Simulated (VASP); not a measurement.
Consider the following.

```
HfO2
1.0
    0.00000     2.45926     2.45926
    2.45926     0.00000     2.45926
    2.45926     2.45926     0.00000
Hf O
1 2
Direct
  0.00000   0.00000   0.00000
  0.25000   0.25000   0.25000
  0.75000   0.75000   0.75000
```

Method: PBEsol GGA, VASP's PBE PAW potentials (set 64) (plane waves; VASP 6.6.1). Numerical set-up: 520 eV cut-off, 9×9×9 Γ-centred mesh, Gaussian smearing of 0.050 eV, potentials Hf_pv O.

### Question
Give the stress tensor in GPa (positive for a compressed cell).

### Answer

```
19.05   0.00   0.00
 0.00  19.05   0.00
 0.00   0.00  19.05
```
The pressure is its mean diagonal, 19.05 GPa.

The compound is HfO2 in the fluorite structure, the high-temperature cubic form, which is unstable at 0 K; the monoclinic form is the stable one. This cell is one point of a volume scan, at 0.94 of the reference volume.
